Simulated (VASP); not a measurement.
# Hf3SnS4 (P3m1) in VASP: a series of runs

One crystal, Hf3SnS4, is run at these levels: PBE; tasks: equation of state.

Program: VASP 6.6.1. These are calculated values, not measurements. Logs are shortened: lines on timing, memory, paths and dates and some standing lists are left out, and cuts for length are marked.

**1. The structure**

The structure is trigonal, space group P3m1 (No. 156). Conventional cell: a = 3.611 Å, b = 3.611 Å, c = 17.495 Å, α = 90.00°, β = 90.00°, γ = 120.00°. Around Hf (site symmetry 3m) lie 6 S at 2.55 Å. Hf (site symmetry 3m) has 3 S at 2.50 Å as nearest neighbours. Hf (site symmetry 3m) has 3 S at 2.50 Å as nearest neighbours. Sn (site symmetry 3m) is surrounded by 6 Hf at 3.03 to 3.04 Å. Around S (site symmetry 3m) lie 3 Hf at 2.55 Å. Around S (site symmetry 3m) lie 3 Hf at 2.55 Å. S (site symmetry 3m) has 3 Hf at 2.50 Å as nearest neighbours. S (site symmetry 3m) is surrounded by 3 Hf at 2.50 Å.

The cell was built by a generator and needn't be a form met in nature.

**2. Equation of state, PBE, 24.70 Å³/atom**

The input, INCAR:

```
SYSTEM = Hf3SnS4
ALGO = Normal ; EDIFF = 1E-6
EDIFFG = -0.02 ; ENCUT = 520
GGA = PE ; IBRION = 2
ISIF = 4 ; ISMEAR = 0
KPAR = 4 ; LASPH = .True.
LCHARG = .False. ; LREAL = .False.
LWAVE = .False. ; NELM = 100
NSW = 30 ; PREC = Accurate
SIGMA = 0.1
```

The input, KPOINTS:

```
k-points
0
Gamma
  10 10 2
  0 0 0
```

The input, POSCAR:

```
Hf3SnS4
1.0
    3.6112710000      0.0000000000      0.0000000000
   -1.8056350000      3.1274520000      0.0000000000
    0.0000000000      0.0000000000     17.4954300000
Hf Sn S
3 1 4
Direct
    0.6666670000      0.3333330000      0.0007190000
    0.3333330000      0.6666670000      0.3735390000
    0.3333330000      0.6666670000      0.6256300000
    0.0000000000      0.0000000000      0.4996010000
    0.0000000000      0.0000000000      0.9171600000
    0.3333330000      0.6666670000      0.0841890000
    0.6666670000      0.3333330000      0.2946190000
    0.6666670000      0.3333330000      0.7045710000
```

Potentials or basis: VASP PAW PBE potentials, release 64 (Hf_pv, Sn_d, S).

Started as:

```
cat potpaw_PBE.64/Hf_pv/POTCAR potpaw_PBE.64/Sn_d/POTCAR potpaw_PBE.64/S/POTCAR > POTCAR
mpirun -np 4 vasp_std > vasp.out
```

OUTCAR:

```text
SYSTEM = Hf3SnS4
   EDIFF = 1E-6
   EDIFFG = -0.02
   ENCUT = 520
   GGA = PE
   IBRION = 2
   ISIF = 4
   ISMEAR = 0
   LASPH = .True.
   LREAL = .False.
   NELM = 100
   NSW = 30
   PREC = Accurate

 ion  position               nearest neighbor table
   1  0.667  0.333  0.001-   6 2.55   6 2.55   6 2.55   5 2.55   5 2.55   5 2.55
   2  0.333  0.667  0.374-   7 2.50   7 2.50   7 2.50   4 3.04   4 3.04   4 3.04
   3  0.333  0.667  0.626-   8 2.50   8 2.50   8 2.50   4 3.03   4 3.03   4 3.03
   4  0.000  0.000  0.500-   3 3.03   3 3.03   3 3.03   2 3.04   2 3.04   2 3.04
   5  0.000  0.000  0.917-   1 2.55   1 2.55   1 2.55
   6  0.333  0.667  0.084-   1 2.55   1 2.55   1 2.55
   7  0.667  0.333  0.295-   2 2.50   2 2.50   2 2.50
   8  0.667  0.333  0.705-   3 2.50   3 2.50   3 2.50

  LATTYP: Found a hexagonal cell.
 ALAT       =     3.6112710000
 C/A-ratio  =     4.8446738004

  Lattice vectors:

 A1 = (   3.6112710000,   0.0000000000,   0.0000000000)
 A2 = (  -1.8056350000,   3.1274520000,   0.0000000000)
 A3 = (   0.0000000000,   0.0000000000,  17.4954300000)

Analysis of symmetry for initial positions (statically):
=====================================================================
 Subroutine PRICEL returns:
 Original cell was already a primitive cell.

 Routine SETGRP: Setting up the symmetry group for a
 hexagonal supercell.

 Subroutine GETGRP returns: Found  6 space group operations
 (whereof  6 operations were pure point group operations)
 out of a pool of 24 trial point group operations.

The static configuration has the point symmetry C_3v.

Analysis of symmetry for dynamics (positions and initial velocities):
=====================================================================
 Subroutine PRICEL returns:
 Original cell was already a primitive cell.

 Routine SETGRP: Setting up the symmetry group for a
 hexagonal supercell.

 Subroutine GETGRP returns: Found  6 space group operations
 (whereof  6 operations were pure point group operations)
 out of a pool of 24 trial point group operations.

The dynamic configuration has the point symmetry C_3v.

 Subroutine INISYM returns: Found  6 space group operations
 (whereof  6 operations are pure point group operations),
 and found     1 'primitive' translations

----------------------------------------------------------------------------------------

                                     Primitive cell

  volume of cell :     197.5947

  direct lattice vectors                    reciprocal lattice vectors
     3.611271000  0.000000000  0.000000000     0.276910816  0.159874512  0.000000000
    -1.805635000  3.127452000  0.000000000     0.000000000  0.319749112  0.000000000
     0.000000000  0.000000000 17.495430000     0.000000000  0.000000000  0.057157783

  length of vectors
     3.611271000  3.611270381 17.495430000     0.319749057  0.319749112  0.057157783

  position of ions in fractional coordinates (direct lattice)
     0.666667000  0.333333000  0.000719000
     0.333333000  0.666667000  0.373539000
     0.333333000  0.666667000  0.625630000
     0.000000000  0.000000000  0.499601000
     0.000000000  0.000000000  0.917160000
     0.333333000  0.666667000  0.084189000
     0.666667000  0.333333000  0.294619000
     0.666667000  0.333333000  0.704571000

  ion indices of the primitive-cell ions
   primitive index   ion index
                 1           1
                 2           2
                 3           3
                 4           4
                 5           5
                 6           6
                 7           7
                 8           8

----------------------------------------------------------------------------------------

 KPOINTS: k-points

Automatic generation of k-mesh.
 Grid dimensions read from file:
 generate k-points for:   10   10    2

 Generating k-lattice:

  Cartesian coordinates                     Fractional coordinates (reciprocal lattice)
     0.027691082  0.015987451  0.000000000     0.100000000 -0.000000000  0.000000000
     0.000000000  0.031974911  0.000000000     0.000000000  0.100000000  0.000000000
     0.000000000  0.000000000  0.028578892     0.000000000  0.000000000  0.500000000

  Length of vectors
     0.031974906  0.031974911  0.028578892

  Shift w.r.t. Gamma in fractional coordinates (k-lattice)
     0.000000000  0.000000000  0.000000000

 Subroutine IBZKPT returns following result:
 ===========================================

 Found     28 irreducible k-points:

 Following reciprocal coordinates:
            Coordinates               Weight
  0.000000  0.000000  0.000000      1.000000
  0.100000 -0.000000  0.000000      6.000000
  0.200000 -0.000000  0.000000      6.000000
  0.300000  0.000000  0.000000      6.000000
  0.400000  0.000000  0.000000      6.000000
  0.500000  0.000000  0.000000      3.000000
[... 16 lines left out ...]
  0.300000  0.100000  0.500000     12.000000
  0.400000  0.100000  0.500000     12.000000
 [... further k-points ...]
   k-points           NKPTS =     28   k-points in BZ     NKDIM =     28   number of bands    NBANDS=     40
   number of dos      NEDOS =    301   number of ions     NIONS =      8
   total plane-waves  NPLWV = 109760
   dimension x,y,z NGX =    28 NGY =   28 NGZ =  140
   dimension x,y,z NGXF=    56 NGYF=   56 NGZF=  280
   ions per type =               3   1   4
   NGX,Y,Z   is equivalent  to a cutoff of  12.89, 12.89, 13.30 a.u.
   NGXF,Y,Z  is equivalent  to a cutoff of  25.78, 25.78, 26.61 a.u.
 SYSTEM =  Hf3SnS4
   PREC   = accura    normal or accurate (medium, high low for compatibility)
   ISTART =      0    job   : 0-new  1-cont  2-samecut
   ICHARG =      2    charge: 1-file 2-atom 10-const
   ISPIN  =      1    spin polarized calculation?
   LNONCOLLINEAR =      F non collinear calculations
   LSORBIT =      F    spin-orbit coupling
   LASPH  =      T    aspherical Exc in radial PAW
   ENCUT  =  520.0 eV  38.22 Ry    6.18 a.u.   6.71  6.71 32.53*2*pi/ulx,y,z
   NELM   =    100;   NELMIN=  2; NELMDL= -5     # of ELM steps
   EDIFF  = 0.1E-05   stopping-criterion for ELM
   LREAL  =      F    real-space projection
   EDIFFG = -.2E-01   stopping-criterion for IOM
   NSW    =     30    number of steps for IOM
   IBRION =      2    ionic relax: 0-MD 1-quasi-New 2-CG
   NFREE  =      1    steps in history (QN), initial steepest desc. (CG)
   ISIF   =      4    stress and relaxation
   ISYM   =      2    0-nonsym 1-usesym 2-fastsym
   POTIM  = 0.5000    time-step for ionic-motion
   TEBEG  =    0.0;   TEEND  =   0.0 temperature during run
   PSTRESS=    0.0 pullay stress
   NELECT =      68.0000    total number of electrons
   NUPDOWN=      -1.0000    fix difference up-down
   EMIN   =  10.00;   EMAX   =-10.00  energy-range for DOS
   EFERMI =   0.00;   METHOD = LEGACY
   ISMEAR =     0;   SIGMA  =   0.10  broadening in eV -4-tet -1-fermi 0-gaus
   EFERMI_NEDOS =   21; number of points for ismear=-14 and -15
   IALGO  =     38    algorithm
   IMIX   =      4    mixing-type and parameters
     AMIX     =   0.40;   BMIX     =  1.00
     AMIX_MAG =   1.60;   BMIX_MAG =  1.00
  volume/ion in A,a.u.               =      24.70       166.68
  Fermi-wavevector in a.u.,A,eV,Ry     =   1.147236  2.167961 17.907307  1.316150
  Thomas-Fermi vector in A             =   2.283917
   LORBIT       =      0    0 simple, 1 ext, 2 COOP (PROOUT), +10 PAW based schemes
   GGA     = PE    functional components
   LHFCALC =     F    Hartree Fock is set to
   AEXX    =    0.0000 exact exchange contribution
   IVDW    =     0    specifies the selected vdW correction
   LEPSILON=     F    determine dielectric tensor
   LRPA    =     F    only Hartree local field effects (RPA)
 conjugate gradient relaxation of ions
 non-spin polarized calculation
 Gauss-broadening in eV      SIGMA  =   0.10
  energy-cutoff  :      520.00
  volume of cell :      197.59
 maximum number of plane-waves:      5370
 NGX is ok and might be reduce to    28
   NGX = 13   NGY = 13   NGZ = 65

 number of electron      68.0000003 magnetization

 Free energy of the ion-electron system (eV)
  ---------------------------------------------------
  ext. energy  EPLUGINS =         0.00000000
  ---------------------------------------------------
  free energy    TOTEN  =       -59.91105879 eV

  energy without entropy =      -59.87258650  energy(sigma->0) =      -59.89182264

 E-fermi :   4.3384     XC(G=0):  -9.4246

 val. band max:        4.3338127201   @ k =   0.4000   0.1000   0.0000
 cond. band min:       4.3408905803   @ k =   0.4000   0.1000   0.5000
 fundamental gap:      0.0070778602
 Fermi energy:         4.3383591539

 k-point     1 :       0.0000    0.0000    0.0000
  band No.  band energies     occupation
      1     -27.4167      2.00000
      2     -27.3090      2.00000
      3     -27.3090      2.00000
      4     -27.1686      2.00000
      5     -27.1596      2.00000
      6     -27.0794      2.00000
[... 32 lines left out ...]
     39       5.5433      0.00000
     40       5.9913      0.00000

 k-point     2 :       0.1000   -0.0000    0.0000
  band No.  band energies     occupation
      1     -27.4129      2.00000
      2     -27.3286      2.00000
      3     -27.3134      2.00000
      4     -27.1656      2.00000
      5     -27.1571      2.00000
      6     -27.0977      2.00000
[... 32 lines left out ...]
     39       5.6468      0.00000
     40       5.9224      0.00000

 k-point     3 :       0.2000   -0.0000    0.0000
  band No.  band energies     occupation
      1     -27.4032      2.00000
      2     -27.3792      2.00000
      3     -27.3249      2.00000
      4     -27.1609      2.00000
      5     -27.1566      2.00000
      6     -27.1421      2.00000
[... 853 lines left out ...]
  band No.  band energies     occupation
      1     -27.4674      2.00000
      2     -27.3838      2.00000
      3     -27.3554      2.00000
      4     -27.2315      2.00000
      5     -27.2304      2.00000
      6     -27.1386      2.00000
[... 32 lines left out ...]
     39       6.6567      0.00000
     40       6.7620      0.00000

 k-point    24 :       0.4000    0.1000    0.5000
  band No.  band energies     occupation
      1     -27.4991      2.00000
      2     -27.3767      2.00000
      3     -27.3657      2.00000
      4     -27.2616      2.00000
      5     -27.2602      2.00000
      6     -27.1347      2.00000
[... 32 lines left out ...]
     39       7.1387      0.00000
     40       7.1923      0.00000

 [... further k-points ...]

------------------------ aborting loop because EDIFF is reached ----------------------------------------

  FORCE on cell =-STRESS in cart. coord.  units (eV):
  Direction    XX          YY          ZZ          XY          YZ          ZX
  --------------------------------------------------------------------------------------
  -------------------------------------------------------------------------------------
  Total       -0.0108102     -0.0108102      0.0069562     -0.0000000      0.0000000      0.0000000
  in kB       -0.0876533     -0.0876533      0.0564034     -0.0000000      0.0000000      0.0000000
  external PRESSURE =      -0.0396344 kB  Pullay stress =       0.0000000 kB

 VOLUME and BASIS-vectors are now :
 -----------------------------------------------------------------------------
  energy-cutoff  :      520.00
  volume of cell :      197.59
      direct lattice vectors                 reciprocal lattice vectors
     3.611271000  0.000000000  0.000000000     0.276910816  0.159874512  0.000000000
    -1.805635000  3.127452000  0.000000000     0.000000000  0.319749112  0.000000000
     0.000000000  0.000000000 17.495430000     0.000000000  0.000000000  0.057157783

 POSITION                                       TOTAL-FORCE (eV/Angst)
 -----------------------------------------------------------------------------------
      1.80564      1.04248      0.01258         0.000000     -0.000000      0.000162
     -0.00000      2.08497      6.53523         0.000000      0.000000      0.004608
     -0.00000      2.08497     10.94567        -0.000000      0.000000     -0.003794
      0.00000      0.00000      8.74073         0.000000     -0.000000     -0.000935
      0.00000      0.00000     16.04611         0.000000     -0.000000      0.003127
     -0.00000      2.08497      1.47292         0.000000     -0.000000     -0.001748
      1.80564      1.04248      5.15449        -0.000000      0.000000      0.002609
      1.80564      1.04248     12.32677        -0.000000      0.000000     -0.004028
 -----------------------------------------------------------------------------------
    total drift:                               -0.000397      0.000227      0.000189

  FREE ENERGIE OF THE ION-ELECTRON SYSTEM (eV)
  ---------------------------------------------------
  free  energy   TOTEN  =       -59.9110587897 eV

  energy  without entropy=      -59.8725865003  energy(sigma->0) =      -59.89182264

 reached required accuracy - stopping structural energy minimisation
```

It took 92 s on 4 MPI ranks of Intel Xeon Platinum 8559C (Emerald Rapids), shared host; peak memory 0.45 GiB.

What came out:

| Property | Result |
| --- | --- |
| Free energy | -59.9111 eV |
| Pressure | 0.0 GPa |
| Largest force | 0.005 eV/Å |
| Band gap on the k mesh | none (metal or under the smearing width) |

Caveat: this functional lacks dispersion, which binds the layers, so the pressure and a relaxed spacing across them are unreliable.

**3. Equation of state, PBE, 23.96 Å³/atom (volume scaled by 0.97)**

INCAR is that of step 2.

KPOINTS is that of step 2.

POSCAR, as its differences from that of step 2:

```diff
@@ -2,5 +2,5 @@
 1.0
-    3.6112710000      0.0000000000      0.0000000000
-   -1.8056350000      3.1274520000      0.0000000000
-    0.0000000000      0.0000000000     17.4954300000
+    3.5747910210      0.0000000000      0.0000000000
+   -1.7873950156      3.0958594158      0.0000000000
+    0.0000000000      0.0000000000     17.3186964016
 Hf Sn S
```

Potentials or basis: VASP PAW PBE potentials, release 64 (Hf_pv, Sn_d, S).

Started as:

```
cat potpaw_PBE.64/Hf_pv/POTCAR potpaw_PBE.64/Sn_d/POTCAR potpaw_PBE.64/S/POTCAR > POTCAR
mpirun -np 4 vasp_std > vasp.out
```

It took 10 min on 4 MPI ranks of Intel Xeon Platinum 8559C (Emerald Rapids), shared host; peak memory 0.47 GiB.

It converged, with:

```yaml
Free_energy: -59.9038 eV
Pressure: 0.3 GPa
Largest_force: 0.016 eV/Å
Band_gap_on_the_k_mesh: none (metal or under the smearing width)
```

Caveat: this functional lacks dispersion, which binds the layers, so the pressure and a relaxed spacing across them are unreliable.

[end of part 1 of 2]
